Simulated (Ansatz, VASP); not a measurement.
**CoO (zincblende prototype): VASP beside Ansatz**

One calculation is typed for both programs; each brings its own data sets. How far apart do they land? The cell is invented: As first built, before any earlier steps moved the atoms (in the runner's words): zincblende prototype, lattice guessed from radii. It may not be a known or stable phase. The cell is taken from a series of runs on this material, whose earlier steps may have relaxed, scaled, displaced or heated it; both programs get it as it stands.

Program: Ansatz 0.2.0. Level of theory: plane waves, with VASP 6.6.1 beside it; single point at LDA, DFT+U. Results are calculated unless marked as measured.

### 1. Set-up

Symmetry: F-43m, No. 216, cubic system. Conventional cell: a = 4.570 Å, b = 4.570 Å, c = 4.570 Å, α = 90.00°, β = 90.00°, γ = 90.00°. Nearest to Co lie 4 O at 1.98 Å. Nearest to O lie 4 Co at 1.98 Å. As first built, before any earlier steps moved the atoms (in the runner's words): zincblende prototype, lattice guessed from radii. Farther neighbours and most contacts between anions are not listed.

### 2. Ansatz: single point, LDA, DFT+U, pair 1

Ansatz runs on its default PAW (the set named soft_2) files.

A single point gives forces, pressure and levels at one fixed geometry, so differences don't come from the geometry; what else differs is listed under the comparison.

Contents of input.yaml:

```yaml
crystal:
  lattice:
    - [0.0, 2.285144763, 2.285144763]
    - [-2.285144763, 0.0, -2.285144763]
    - [-4.570289526, -4.570289526, 4.570289526]
  atoms:
    - { symbol: Co, position: [0.0, 0.0, 0.0], spin: 3.0 }
    - { symbol: Co, position: [0.333333333, 0.666666667, 0.666666667], spin: 3.0 }
    - { symbol: Co, position: [0.666666667, 0.333333333, 0.333333333], spin: -3.0 }
    - { symbol: O, position: [0.333333333, 0.666666667, 0.916666667] }
    - { symbol: O, position: [0.666666667, 0.333333333, 0.583333333] }
    - { symbol: O, position: [0.0, 0.0, 0.25] }
magnetization:
  spin_polarized: true
kpoints:
  mp_grid: { grid: [10, 10, 4] }
hamiltonian:
  xc: lda
  hubbard:
    sites:
      - { species: Co, l: d, u_eff: 0.88 }
      - { site: 0, l: d, u_eff: 0.88, starting_ns: [{ spin: up, occupation_matrix: co1_major }, { spin: down, occupation_matrix: co1_minor }] }
      - { site: 1, l: d, u_eff: 0.88, starting_ns: [{ spin: up, occupation_matrix: co1_major }, { spin: down, occupation_matrix: co1_minor }] }
      - { site: 2, l: d, u_eff: 0.88, starting_ns: [{ spin: up, occupation_matrix: co1_minor }, { spin: down, occupation_matrix: co1_major }] }
    projectors: ortho-atomic
    occupation_matrices:
      co1_major:
        matrix:
          - [0.997, 0.0, 0.0, 0.0, 0.0]
          - [0.0, 0.984, 0.0, 0.0, 0.0]
          - [0.0, 0.0, 0.984, 0.0, 0.0]
          - [0.0, 0.0, 0.0, 0.997, 0.0]
          - [0.0, 0.0, 0.0, 0.0, 0.984]
      co1_minor:
        matrix:
          - [0.816, 0.0, 0.0, 0.0, 0.0]
          - [0.0, 0.301, 0.0, 0.0, 0.0]
          - [0.0, 0.0, 0.301, 0.0, 0.0]
          - [0.0, 0.0, 0.0, 0.816, 0.0]
          - [0.0, 0.0, 0.0, 0.0, 0.301]
scf:
  occupations: { method: fermi_dirac, width: 0.05 }
output:
  eigenvalues: true
```

Run with:

```sh
> ansatz run input.yaml --threads 4 --pin off --max-ram 8192MiB --backend cpu --events-out ev --progress --plain --runs-dir out
```

Numbers of over 12 decimals in the logs are rounded to 6 here.

Log:

```text
Engine: ansatz 0.2.0, aarch64-unknown-linux-gnu
Pseudopotentials: kind: paw
Pseudopotential: Co, paw, valence charge 17, recommended cutoff 420 eV (normal), Co.paw.azcp
Pseudopotential: O, paw, valence charge 6, recommended cutoff 420 eV (normal), O.paw.azcp
Functional definition: SPW92
  exchange = slater_x
  correlation = pw_c
Crystal: 6 atoms, lattice volume = 71.597 Å³
Basis set: ecut = 420 eV, 1395 PW (Γ)
Bands: 47, of which v1, the nominal top of the filled ones, is band 35 counted from 1 (34 counted from 0)
Symmetry: 6 space group operations
Space group: P3m1 (ITA 156), of the structure as read, at distance tolerance 4.2e-5 Å
Magnetic group: BNS 156.49 (UNI 1279), of the structure as read, at distance tolerance 4.2e-5 Å
k-points: 50 of 400 (time reversal used)
Non-local potential: Co, projectors of the file, l = 0: 3, l = 1: 2, l = 2: 3, l = 3: 1
Non-local potential: O, projectors of the file, l = 0: 2, l = 1: 2, l = 2: 1
PAW form: soft (Blöchl's): semilocal exchange-correlation on the pseudo side does not see the compensation charge
PAW frozen core: Co, regenerated for the run's functional, and the local potential with it (the file was generated under x = pbe(κ = 0.804, μ = 0.219515), c = pbe(β = 0.066725))
PAW frozen core: O, regenerated for the run's functional, and the local potential with it (the file was generated under x = pbe(κ = 0.804, μ = 0.219515), c = pbe(β = 0.066725))
PAW one-centre angular grid: Co, 590 points (default); XC on 64 Gauss nodes
PAW one-centre angular grid: O, 110 points (default); XC on 64 Gauss nodes
Initial density: superposition of atomic densities (chi_scale 0.1, normalization cell, long waves kept (reshape's long-wave potential 0.00 eV rms))
Starting moments: Σ|m| = 9 μB on 3 of 6 sites
Initial wavefunctions: pseudopotential atomic-orbital guess
Functional: x = slater, c = lda
SCF iter   1: F=—  HF=-16855.799611 eV  |F-HF|=—  |Δ(HF+E_count)|=         —  Δρ=2.65e-1 (↑1.96e-1 ↓2.65e-1)  dr2=8.06e1  dr2_m=1.31e1  M=1.667 μB ∫|m|=4.414 μB  β_m=0.30  ethr=3.10e-3  ⟨swp⟩=5.6  Hψ=16230  notcnv=0  defer=8
preconditioner: auto → Kerker (q_TF=auto, 2.712 Å⁻¹)  [metal: Δε(μ)=0.005 eV  Ē_g=11.583 eV  σ=0.050 eV  W_gap=0.03  n_scr=24 (ndim 8)  ℏωp=29.4 eV  f_vac=0.000  D(μ)=6.01/eV (n_scr^D=68)]
spin=Collinear: Kerker preconditioning applied to the charge; magnetization (m = ρ↑ − ρ↓) channel mixes plain (no charge-response kernel on spin).
SCF iter   2: F=—  HF=-16848.725685 eV  |F-HF|=—  |Δ(HF+E_count)|=    7.07e0  Δρ=7.08e-2 (↑6.68e-2 ↓7.08e-2)  dr2=4.79e0  dr2_m=6.63e-1  M=2.694 μB ∫|m|=7.938 μB  β_m=1.00  ethr=3.10e-3  ⟨swp⟩=3.0  Hψ=11207  notcnv=0  defer=402
SCF iter   3: F=—  HF=-16847.977775 eV  |F-HF|=—  |Δ(HF+E_count)|=   7.48e-1  Δρ=3.50e-2 (↑3.21e-2 ↓3.50e-2)  dr2=1.37e0  dr2_m=9.48e-2  M=2.784 μB ∫|m|=7.830 μB  β_m=0.30  ethr=3.10e-3  ⟨swp⟩=2.5  Hψ=8266  notcnv=0  defer=396
SCF iter   4: F=—  HF=-16848.039582 eV  |F-HF|=—  |Δ(HF+E_count)|=   6.18e-2  Δρ=3.04e-2 (↑2.23e-2 ↓3.04e-2)  dr2=1.32e0  dr2_m=6.26e-2  M=2.712 μB ∫|m|=7.752 μB  β_m=0.30  ethr=1.99e-3  ⟨swp⟩=2.1  Hψ=6209  notcnv=0  defer=397
SCF iter   5: F=—  HF=-16848.169199 eV  |F-HF|=—  |Δ(HF+E_count)|=   1.30e-1  Δρ=2.31e-2 (↑1.31e-2 ↓2.31e-2)  dr2=5.80e-1  dr2_m=4.86e-2  M=2.628 μB ∫|m|=7.654 μB  β_m=0.30  ethr=1.91e-3  ⟨swp⟩=2.4  Hψ=7902  notcnv=0  defer=416
Mixer restart at iter 5: flushing history
spin-set hold released at iteration 5 (site moments contracting): the magnetisation degrees of freedom join the quasi-Newton model from the next iteration; the mixer history was flushed
SCF iter   6: F=—  HF=-16848.103231 eV  |F-HF|=—  |Δ(HF+E_count)|=   6.60e-2  Δρ=1.61e-2 (↑9.09e-3 ↓1.61e-2)  dr2=3.28e-1  dr2_m=2.78e-2  M=2.860 μB ∫|m|=7.842 μB  β_m=0.30  ethr=8.41e-4  ⟨swp⟩=2.4  Hψ=6810  notcnv=0  defer=422
SCF iter   7: F=—  HF=-16848.121935 eV  |F-HF|=—  |Δ(HF+E_count)|=   1.87e-2  Δρ=1.82e-2 (↑5.41e-3 ↓1.82e-2)  dr2=3.22e-1  dr2_m=4.52e-2  M=2.752 μB ∫|m|=7.851 μB  β_m=0.31  ethr=4.76e-4  ⟨swp⟩=2.0  Hψ=6215  notcnv=0  defer=422
SCF iter   8: F=—  HF=-16848.131209 eV  |F-HF|=—  |Δ(HF+E_count)|=   9.27e-3  Δρ=8.89e-3 (↑5.29e-3 ↓8.89e-3)  dr2=1.39e-1  dr2_m=4.90e-3  M=2.774 μB ∫|m|=7.840 μB  β_m=0.31  ethr=4.67e-4  ⟨swp⟩=2.0  Hψ=5026  notcnv=0  defer=422
SCF iter   9: F=—  HF=-16848.139833 eV  |F-HF|=—  |Δ(HF+E_count)|=   8.62e-3  Δρ=6.83e-3 (↑6.83e-3 ↓6.29e-3)  dr2=7.43e-2  dr2_m=8.48e-3  M=2.843 μB ∫|m|=7.868 μB  β_m=0.26  ethr=2.01e-4  ⟨swp⟩=2.0  Hψ=5690  notcnv=0  defer=422
[...]
SCF iter  13: F=—  HF=-16848.140360 eV  |F-HF|=—  |Δ(HF+E_count)|=   2.58e-5  Δρ=5.63e-4 (↑3.23e-4 ↓5.63e-4)  dr2=6.18e-4  dr2_m=3.35e-5  M=2.833 μB ∫|m|=7.897 μB  β_m=0.72  ethr=7.40e-7  ⟨swp⟩=1.0  Hψ=4278  notcnv=0  defer=420
SCF iter  14: F=—  HF=-16848.140344 eV  |F-HF|=—  |Δ(HF+E_count)|=   1.66e-5  Δρ=9.06e-5 (↑8.38e-5 ↓9.06e-5)  dr2=2.67e-5  dr2_m=1.74e-6  M=2.834 μB ∫|m|=7.897 μB  β_m=0.69  ethr=7.40e-7  ⟨swp⟩=1.0  Hψ=4278  notcnv=0  defer=420
SCF iter  15: F=—  HF=-16848.140364 eV  |F-HF|=—  |Δ(HF+E_count)|=   2.02e-5  Δρ=7.30e-5 (↑3.89e-5 ↓7.30e-5)  dr2=6.43e-6  dr2_m=7.56e-7  M=2.835 μB ∫|m|=7.897 μB  β_m=0.74  ethr=3.87e-8  ⟨swp⟩=2.0  Hψ=5158  notcnv=0  defer=420
SCF iter  16: F=—  HF=-16848.140364 eV  |F-HF|=—  |Δ(HF+E_count)|=   2.07e-8  Δρ=6.69e-5 (↑3.35e-5 ↓6.69e-5)  dr2=7.57e-6  dr2_m=4.14e-7  M=2.834 μB ∫|m|=7.896 μB  β_m=0.63  ethr=9.32e-9  ⟨swp⟩=2.4  Hψ=6661  notcnv=0  defer=420
SCF iter  17: F=—  HF=-16848.140363 eV  |F-HF|=—  |Δ(HF+E_count)|=   3.80e-7  Δρ=3.47e-5 (↑2.64e-5 ↓3.47e-5)  dr2=3.70e-6  dr2_m=1.15e-7  M=2.834 μB ∫|m|=7.897 μB  β_m=0.53  ethr=9.32e-9  ⟨swp⟩=1.8  Hψ=5519  notcnv=0  defer=420
SCF iter  18: F=—  HF=-16848.140363 eV  |F-HF|=—  |Δ(HF+E_count)|=   2.41e-7  Δρ=1.88e-5 (↑1.07e-5 ↓1.88e-5)  dr2=1.01e-6  dr2_m=2.07e-8  M=2.834 μB ∫|m|=7.896 μB  β_m=0.63  ethr=5.36e-9  ⟨swp⟩=1.0  Hψ=4278  notcnv=0  defer=420
SCF iter  19: F=—  HF=-16848.140363 eV  |F-HF|=—  |Δ(HF+E_count)|=   3.62e-8  Δρ=1.38e-5 (↑1.38e-5 ↓1.32e-5)  dr2=7.67e-7  dr2_m=1.05e-8  M=2.834 μB ∫|m|=7.896 μB  β_m=0.53  ethr=1.46e-9  ⟨swp⟩=1.7  Hψ=4386  notcnv=0  defer=420
SCF iter  20: F=—  HF=-16848.140363 eV  |F-HF|=—  |Δ(HF+E_count)|=   4.07e-8  Δρ=9.99e-6 (↑3.03e-6 ↓9.99e-6)  dr2=1.72e-7  dr2_m=1.21e-8  M=2.834 μB ∫|m|=7.896 μB  β_m=0.59  ethr=1.11e-9  ⟨swp⟩=1.0  Hψ=4278  notcnv=0  defer=420
SCF iter  21: F=—  HF=-16848.140363 eV  |F-HF|=—  |Δ(HF+E_count)|=   2.95e-9  Δρ=9.75e-6 (↑3.24e-6 ↓9.75e-6)  dr2=1.04e-7  dr2_m=1.08e-8  M=2.834 μB ∫|m|=7.897 μB  β_m=0.64  ethr=1.45e-10  ⟨swp⟩=8.1  Hψ=13689  notcnv=0
SCF iter  22: F=-16848.140363 eV  HF=-16848.140363 eV  |F-HF|=9.83e-9  |Δ(HF+E_count)|=   2.11e-9  Δρ=3.28e-6 (↑1.73e-6 ↓3.28e-6)  dr2=1.36e-8  dr2_m=1.38e-9  M=2.834 μB ∫|m|=7.897 μB  ethr=1.45e-10  ⟨swp⟩=2.0  Hψ=8448  notcnv=0
SCF 1 converged in 22 iterations: F = -16848.140363 eV  dr2 = 1.36e-8
  greatest PAW one-centre occupation: 1.004 electrons in one spin orbital (limit 2), on the Co atom at site 0 (counted from 0), in its partial waves of l = 1
SCF converged after 22 iterations
Magnetization: 2.8342 μB (35.9171 up, 33.0829 down)
Absolute magnetization: 7.8965 μB (∫|ρ↑−ρ↓|, with the PAW one-centre terms)
Spin contamination: 2.5676 ħ² per cell (⟨S²⟩ above its minimum at these occupations)
Per-site moments (μB) at R_I (Å): [(2.237866, 0.816335), (2.192311, 0.816335), (-2.147145, 0.816335), (0.302134, 0.816335), (0.167936, 0.816335), (-0.149923, 0.816335)]
Free energy (F): -16848.140363 eV
Harris-Foulkes:  -16848.140363 eV  (|F-HF|=9.83e-9)
Internal energy: -16848.109166 eV  (E = F + TS)
E sigma→0 (E₀):  -16848.124764 eV
Entropy (-TS):   -0.031197 eV (-5.200 meV/atom)
Fermi energy:    9.887558 eV
--- Per-component energies (eV) ---
  E_band       = -1167.984697
  E_kinetic    = 1848.124824
  E_local      = -11811.459457  (includes V_loc(G=0)·N_el)
  E_nonlocal   = 1555.074356
  E_hartree    = 4852.318398
  E_xc         = -675.093905
  E_vxc        = -873.595837  (∫ρ·V_xc dr)
  E_hubbard    = 1.170573  (on-site DFT+U / exact-exchange correction)
  E_vhub       = -7.552319  (the Hubbard potential's part of the band-sum identity)
  E_paw        = -4804.427583  (= ΣΔE_a)
  E_vpaw       = -1583.229142  (= ΣTr[D̂ρ^β])
  E_aug_tail   = 0.007975  (compensation charges beyond the density's cutoff)
  E_ewald      = -7815.369862
  E_core_change = 1.545516  (= ΣΔE_core)
  E_smearing   = -0.031197  (= −TS)
  E_closure    = -0.000000  (closes the sum)
  Σ components = -16848.140363   (vs F -16848.140363, Δ=0.00e0)
--- Specified on-site occupations, and those of the state reported ---
  electrons in the specified blocks: 22.4430 specified, 22.4851 found
  site 2 (l=d) ↑: largest change of an orbital's occupation 0.1090; electrons 2.5350 specified, 2.6105 found; spectral distance 0.1695
  site 0 (l=d) ↓: largest change of an orbital's occupation 0.0786; electrons 2.5350 specified, 2.5701 found; spectral distance 0.1221
  site 1 (l=d) ↓: largest change of an orbital's occupation 0.0499; electrons 2.5350 specified, 2.6096 found; spectral distance 0.0681
  site 2 (l=d) ↓: largest change of an orbital's occupation 0.0327; electrons 4.9460 specified, 4.8801 found; spectral distance 0.0367
  site 1 (l=d) ↑: largest change of an orbital's occupation 0.0257; electrons 4.9460 specified, 4.8992 found; spectral distance 0.0278
  site 0 (l=d) ↑: largest change of an orbital's occupation 0.0097; electrons 4.9460 specified, 4.9157 found; spectral distance 0.0138
--- Band table (eV; the first three rows and the last of 100) ---
  k-point 0 ↑: bands = [... 31 lower, 9.0274, 9.6957, 9.6957, 9.9228, 9.9228, 10.0914, 11.4124, 11.9708, ... 8 higher]
  k-point 1 ↑: bands = [... 31 lower, 9.0923, 9.5955, 9.5955, 9.9930, 9.9930, 10.3996, 11.3924, 11.9702, ... 8 higher]
  k-point 2 ↑: bands = [... 31 lower, 9.1578, 9.5152, 9.5152, 10.0394, 10.0394, 10.8516, 11.4433, 11.7843, ... 8 higher]
  k-point 49 ↓: bands = [... 31 lower, 9.5180, 9.7142, 9.8118, 10.3938, 10.9224, 10.9857, 11.1217, 11.2415, ... 8 higher]
Occupation matrices written to <dir>
```

In the SCF lines HF is the Harris–Foulkes energy and dr2 the Hartree energy of the density residual, in eV; the loop may stop once dr2 is under the threshold and the program's other checks hold. Hψ counts applications of the Hamiltonian.

(Part 1 of 3 ends here.)

[Lines on the potential files, build, host, timing and source positions are cut from VASP's logs without a mark.]

[Logs are printed without paths, hosts, clocks, repeated set-up lines and the standing remarks that a program may print on its own settings, such as how far it seeks lower states.]

[Hosts, paths, dates, database ids (printed as entryN), source tags and the programs' standing remarks are cut or masked in the printed files.]
